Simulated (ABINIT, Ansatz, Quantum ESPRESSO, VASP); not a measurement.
Code comparison for CdF2 (Fm-3m, 3 atoms in the cell)

Self-consistent single point.

```yaml
crystal:
  lattice:
    - [0.00000, 2.69500, 2.69500]
    - [2.69500, 0.00000, 2.69500]
    - [2.69500, 2.69500, 0.00000]
  atoms:
    - { symbol: Cd, position: [0.00000, 0.00000, 0.00000] }
    - { symbol: F, position: [0.25000, 0.25000, 0.25000] }
    - { symbol: F, position: [0.75000, 0.75000, 0.75000] }
```

Shared settings, as Ansatz (an electronic-structure program) writes them: kpoints.mp_grid.grid = 7 7 7; magnetization.spin_orbit = true; scf.occupations.method = fermi_dirac; scf.occupations.width = 0.05 eV. Potentials and cutoffs stand in the table.

```tsv
code	model	pressure (GPa)	gap on the mesh (eV)	cutoff
Quantum ESPRESSO	PBE, spin-orbit coupling, PseudoDojo fully relativistic norm-conserving (PBE) pseudopotentials	5.23	3.174	105 Ry
VASP	PBE, spin-orbit coupling, VASP's PBE PAW potentials (set 64)	-3.61	3.142	400 eV
Ansatz	PBE with spin-orbit coupling, default PAW files	4.63	3.151	420 eV
ABINIT	PBE, spin-orbit coupling, PAW (JTH v2.0 PBE PAW)	4.65	3.123	24 Ha
```

Gaps are read on the mesh.

The spread over the programs that give each value: pressure within 8.84 GPa; gap on the mesh within 0.051 eV.

Ansatz's pressure is given at a fixed set of plane waves, as the other plane-wave codes print theirs; with its correction for the finite basis it is 5.31 GPa (the shift of 0.67 GPa shows how far the cutoff is from converged). In the pressure, VASP (by 8.25) lies more than 1 GPa from the median of the plane-wave programs.

VASP's run is marked for a possible Pulay error in its stress at this cutoff; no cutoff test was made.

The starting cell has typed, rounded lattice constants, without a prior relaxation at this level.

Left out of this page: Elk, FLEUR and SIESTA (not drawn, or without a comparable value).

Keys are those of Ansatz 0.2.
